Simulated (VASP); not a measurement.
# CaMg (P-6m2) in VASP: single point with LDA

Aim: the single point of CaMg with LDA.

Everything below comes from runs of VASP 6.6.1. Logs are shortened: lines on timing, memory, paths and dates and some standing lists are left out, and cuts for length are marked.

### Step 1. The structure

Symmetry: P-6m2, No. 187, hexagonal system. Conventional cell: a = 3.668 Å, b = 3.668 Å, c = 5.622 Å, α = 90.00°, β = 90.00°, γ = 120.00°. Ca (site symmetry -6m2) is surrounded by 6 Mg at 3.52 Å and 6 Ca at 3.67 Å. Mg (site symmetry -6m2) has 6 Ca at 3.52 Å and 6 Mg at 3.67 Å as nearest neighbours.

The cell comes from a database or a generator and needn't be the stable form of this composition.

### Step 2. Single point, LDA

INCAR

```
SYSTEM = CaMg
  ALGO = Fast
  EDIFF = 1E-7
  ENCUT = 520
  ISIF = 2
  ISMEAR = 0
  LASPH = .TRUE.
  LCHARG = .FALSE.
  LREAL = .FALSE.
  LWAVE = .FALSE.
  NBANDS = 13
  NELM = 60
  PREC = Accurate
  SIGMA = 0.1
```

KPOINTS

```
k-points
0
G
  6 6 4
  0 0 0
```

POSCAR

```
CaMg
1.0
    3.6681185438      0.0000000000      0.0000000000
   -1.8340592719      3.1766838430      0.0000000000
    0.0000000000      0.0000000000      5.6222980000
Ca Mg
1 1
Direct
    0.0000000000      0.0000000000      0.5000000000
    0.6666666700      0.3333333300      0.0000000000
```

Potentials or basis: VASP PAW LDA potentials, release 64 (Ca_sv, Mg).

Launch:

```bash
$ cat potpaw_LDA.64/Ca_sv/POTCAR potpaw_LDA.64/Mg/POTCAR > POTCAR
$ mpirun -np 1 vasp_std > vasp.out
```

OUTCAR:

```text
SYSTEM = CaMg
   EDIFF = 1E-7
   ENCUT = 520
   ISIF = 2
   ISMEAR = 0
   LASPH = .TRUE.
   LREAL = .FALSE.
   NELM = 60
   PREC = Accurate

 ion  position               nearest neighbor table
   1  0.000  0.000  0.500-
   2  0.667  0.333  0.000-

  LATTYP: Found a hexagonal cell.
 ALAT       =     3.6681185438
 C/A-ratio  =     1.5327470835

  Lattice vectors:

 A1 = (   3.6681185438,   0.0000000000,   0.0000000000)
 A2 = (  -1.8340592719,   3.1766838430,   0.0000000000)
 A3 = (   0.0000000000,   0.0000000000,   5.6222980000)

Analysis of symmetry for initial positions (statically):
=====================================================================
 Subroutine PRICEL returns:
 Original cell was already a primitive cell.

 Routine SETGRP: Setting up the symmetry group for a
 hexagonal supercell.

 Subroutine GETGRP returns: Found 12 space group operations
 (whereof 12 operations were pure point group operations)
 out of a pool of 24 trial point group operations.

The static configuration has the point symmetry D_3h.

Analysis of symmetry for dynamics (positions and initial velocities):
=====================================================================
 Subroutine PRICEL returns:
 Original cell was already a primitive cell.

 Routine SETGRP: Setting up the symmetry group for a
 hexagonal supercell.

 Subroutine GETGRP returns: Found 12 space group operations
 (whereof 12 operations were pure point group operations)
 out of a pool of 24 trial point group operations.

The dynamic configuration has the point symmetry D_3h.

 Subroutine INISYM returns: Found 12 space group operations
 (whereof 12 operations are pure point group operations),
 and found     1 'primitive' translations

----------------------------------------------------------------------------------------

                                     Primitive cell

  volume of cell :      65.5136

  direct lattice vectors                    reciprocal lattice vectors
     3.668118544  0.000000000  0.000000000     0.272619325  0.157396840  0.000000000
    -1.834059272  3.176683843  0.000000000     0.000000000  0.314793681  0.000000000
     0.000000000  0.000000000  5.622298000     0.000000000  0.000000000  0.177863215

  length of vectors
     3.668118544  3.668118544  5.622298000     0.314793681  0.314793681  0.177863215

  position of ions in fractional coordinates (direct lattice)
     0.000000000  0.000000000  0.500000000
     0.666666670  0.333333330  0.000000000

  ion indices of the primitive-cell ions
   primitive index   ion index
                 1           1
                 2           2

----------------------------------------------------------------------------------------

 KPOINTS: k-points

Automatic generation of k-mesh.
 Grid dimensions read from file:
 generate k-points for:    6    6    4

 Generating k-lattice:

  Cartesian coordinates                     Fractional coordinates (reciprocal lattice)
     0.045436554  0.026232807  0.000000000     0.166666667  0.000000000  0.000000000
     0.000000000  0.052465613  0.000000000     0.000000000  0.166666667  0.000000000
     0.000000000  0.000000000  0.044465804     0.000000000  0.000000000  0.250000000

  Length of vectors
     0.052465613  0.052465613  0.044465804

  Shift w.r.t. Gamma in fractional coordinates (k-lattice)
     0.000000000  0.000000000  0.000000000

 Subroutine IBZKPT returns following result:
 ===========================================

 Found     21 irreducible k-points:

 Following reciprocal coordinates:
            Coordinates               Weight
  0.000000  0.000000  0.000000      1.000000
  0.166667  0.000000  0.000000      6.000000
  0.333333  0.000000  0.000000      6.000000
  0.500000  0.000000  0.000000      3.000000
  0.166667  0.166667  0.000000      6.000000
  0.333333  0.166667  0.000000     12.000000
[... 13 lines left out ...]
  0.333333  0.166667  0.500000     12.000000
  0.333333  0.333333  0.500000      2.000000
   k-points           NKPTS =     21   k-points in BZ     NKDIM =     21   number of bands    NBANDS=     13
   number of dos      NEDOS =    301   number of ions     NIONS =      2
   total plane-waves  NPLWV =  32928
   dimension x,y,z NGX =    28 NGY =   28 NGZ =   42
   dimension x,y,z NGXF=    56 NGYF=   56 NGZF=   84
   ions per type =               1   1
   NGX,Y,Z   is equivalent  to a cutoff of  12.69, 12.69, 12.42 a.u.
   NGXF,Y,Z  is equivalent  to a cutoff of  25.38, 25.38, 24.84 a.u.
 SYSTEM =  CaMg
   PREC   = accura    normal or accurate (medium, high low for compatibility)
   ISTART =      0    job   : 0-new  1-cont  2-samecut
   ICHARG =      2    charge: 1-file 2-atom 10-const
   ISPIN  =      1    spin polarized calculation?
   LNONCOLLINEAR =      F non collinear calculations
   LSORBIT =      F    spin-orbit coupling
   LASPH  =      T    aspherical Exc in radial PAW
   ENCUT  =  520.0 eV  38.22 Ry    6.18 a.u.   6.82  6.82 10.45*2*pi/ulx,y,z
   NELM   =     60;   NELMIN=  2; NELMDL= -5     # of ELM steps
   EDIFF  = 0.1E-06   stopping-criterion for ELM
   LREAL  =      F    real-space projection
   EDIFFG = 0.1E-05   stopping-criterion for IOM
   NSW    =      0    number of steps for IOM
   IBRION =     -1    ionic relax: 0-MD 1-quasi-New 2-CG
   NFREE  =      0    steps in history (QN), initial steepest desc. (CG)
   ISIF   =      2    stress and relaxation
   ISYM   =      2    0-nonsym 1-usesym 2-fastsym
   POTIM  = 0.5000    time-step for ionic-motion
   TEBEG  =    0.0;   TEEND  =   0.0 temperature during run
   PSTRESS=    0.0 pullay stress
   NELECT =      12.0000    total number of electrons
   NUPDOWN=      -1.0000    fix difference up-down
   EMIN   =  10.00;   EMAX   =-10.00  energy-range for DOS
   EFERMI =   0.00;   METHOD = LEGACY
   ISMEAR =     0;   SIGMA  =   0.10  broadening in eV -4-tet -1-fermi 0-gaus
   EFERMI_NEDOS =   21; number of points for ismear=-14 and -15
   IALGO  =     68    algorithm
   IMIX   =      4    mixing-type and parameters
     AMIX     =   0.40;   BMIX     =  1.00
     AMIX_MAG =   1.60;   BMIX_MAG =  1.00
  volume/ion in A,a.u.               =      32.76       221.05
  Fermi-wavevector in a.u.,A,eV,Ry     =   0.929733  1.756940 11.760919  0.864403
  Thomas-Fermi vector in A             =   2.056047
   LORBIT       =      0    0 simple, 1 ext, 2 COOP (PROOUT), +10 PAW based schemes
   GGA     = CA    functional components
   LHFCALC =     F    Hartree Fock is set to
   AEXX    =    0.0000 exact exchange contribution
   IVDW    =     0    specifies the selected vdW correction
   LEPSILON=     F    determine dielectric tensor
   LRPA    =     F    only Hartree local field effects (RPA)
 non-spin polarized calculation
 RMM-DIIS sequential band-by-band and
 Gauss-broadening in eV      SIGMA  =   0.10
  energy-cutoff  :      520.00
  volume of cell :       65.51
 maximum number of plane-waves:      1785
 NGX is ok and might be reduce to    28
   NGX = 13   NGY = 13   NGZ = 21

 number of electron      11.9999996 magnetization

 Free energy of the ion-electron system (eV)
  ---------------------------------------------------
  ext. energy  EPLUGINS =         0.00000000
  ---------------------------------------------------
  free energy    TOTEN  =        -3.90197393 eV

  energy without entropy =       -3.89873723  energy(sigma->0) =       -3.90035558

 E-fermi :   1.8669     XC(G=0):  -8.2156

 val. band max:        1.8168153033   @ k =   0.3333   0.3333   0.5000
 cond. band min:       1.9330414517   @ k =   0.3333   0.3333   0.2500
 fundamental gap:      0.1162261484
 Fermi energy:         1.8669164373

 k-point     1 :       0.0000    0.0000    0.0000
  band No.  band energies     occupation
      1     -39.2810      2.00000
      2     -20.5941      2.00000
      3     -20.4795      2.00000
      4     -20.4795      2.00000
      5      -3.2303      2.00000
      6       1.1074      2.00000
      7       1.6161      1.99961
      8       4.4725      0.00000
      9       4.4725      0.00000
     10       5.7160      0.00000
     11       5.7160      0.00000
     12       6.4150      0.00000
     13      10.8832      0.00000

 k-point     2 :       0.1667    0.0000    0.0000
  band No.  band energies     occupation
      1     -39.2753      2.00000
      2     -20.5860      2.00000
      3     -20.5341      2.00000
      4     -20.4921      2.00000
      5      -2.7919      2.00000
      6       1.5635      1.99998
      7       1.7466      1.91116
      8       3.8763      0.00000
      9       4.8378      0.00000
     10       5.5636      0.00000
     11       5.6882      0.00000
     12       6.2981      0.00000
     13       8.0226      0.00000

 k-point     3 :       0.3333    0.0000    0.0000
  band No.  band energies     occupation
      1     -39.2638      2.00000
      2     -20.6412      2.00000
      3     -20.5698      2.00000
      4     -20.5173      2.00000
      5      -1.5378      2.00000
      6       2.0669      0.00468
      7       2.3789      0.00000
      8       2.6390      0.00000
      9       5.2285      0.00000
     10       5.2828      0.00000
     11       5.5601      0.00000
     12       5.7769      0.00000
     13       6.9582      0.00000
[... 257 lines left out ...]
 k-point    20 :       0.3333    0.1667    0.5000
  band No.  band energies     occupation
      1     -39.2580      2.00000
      2     -20.6663      2.00000
      3     -20.5629      2.00000
      4     -20.5579      2.00000
      5       0.1148      2.00000
      6       1.3440      2.00000
      7       2.2571      0.00000
      8       2.6387      0.00000
      9       3.8864      0.00000
     10       4.3183      0.00000
     11       6.0962      0.00000
     12       6.4831      0.00000
     13       7.3866      0.00000

 k-point    21 :       0.3333    0.3333    0.5000
  band No.  band energies     occupation
      1     -39.2551      2.00000
      2     -20.6295      2.00000
      3     -20.6281      2.00000
      4     -20.5587      2.00000
      5       1.3657      2.00000
      6       1.8168      1.52139
      7       2.0910      0.00153
      8       2.5126      0.00000
      9       2.6617      0.00000
     10       4.1016      0.00000
     11       6.1867      0.00000
     12       6.4556      0.00000
     13       6.7459      0.00000

------------------------ aborting loop because EDIFF is reached ----------------------------------------

  FORCE on cell =-STRESS in cart. coord.  units (eV):
  Direction    XX          YY          ZZ          XY          YZ          ZX
  --------------------------------------------------------------------------------------
  -------------------------------------------------------------------------------------
  Total       -0.6081680     -0.6081680     -1.2103873     -0.0000000      0.0000000     -0.0000000
  in kB      -14.8731495    -14.8731495    -29.6008193     -0.0000000      0.0000000     -0.0000000
  external PRESSURE =     -19.7823728 kB  Pullay stress =       0.0000000 kB

 VOLUME and BASIS-vectors are now :
 -----------------------------------------------------------------------------
  energy-cutoff  :      520.00
  volume of cell :       65.51
      direct lattice vectors                 reciprocal lattice vectors
     3.668118544  0.000000000  0.000000000     0.272619325  0.157396840  0.000000000
    -1.834059272  3.176683843  0.000000000     0.000000000  0.314793681  0.000000000
     0.000000000  0.000000000  5.622298000     0.000000000  0.000000000  0.177863215

 POSITION                                       TOTAL-FORCE (eV/Angst)
 -----------------------------------------------------------------------------------
      0.00000      0.00000      2.81115         0.000000     -0.000000      0.000000
      1.83406      1.05889      0.00000        -0.000000      0.000000      0.000000
 -----------------------------------------------------------------------------------
    total drift:                                0.000000     -0.000000      0.000000

  FREE ENERGIE OF THE ION-ELECTRON SYSTEM (eV)
  ---------------------------------------------------
  free  energy   TOTEN  =        -3.9019739319 eV

  energy  without entropy=       -3.8987372309  energy(sigma->0) =       -3.90035558
```

Run time: 13 s. Hardware: 1 thread of AMD EPYC 9R45 (Zen 5), shared host; peak memory 0.13 GiB.

What came out:

| Property | Result |
| --- | --- |
| Free energy | -3.9020 eV |
| Pressure | -2.0 GPa |
| Band gap on the k mesh | none (metal or under the smearing width) |

Stress tensor (GPa, compression positive):
```
-1.49  0.00  0.00
 0.00 -1.49  0.00
 0.00  0.00 -2.96
```
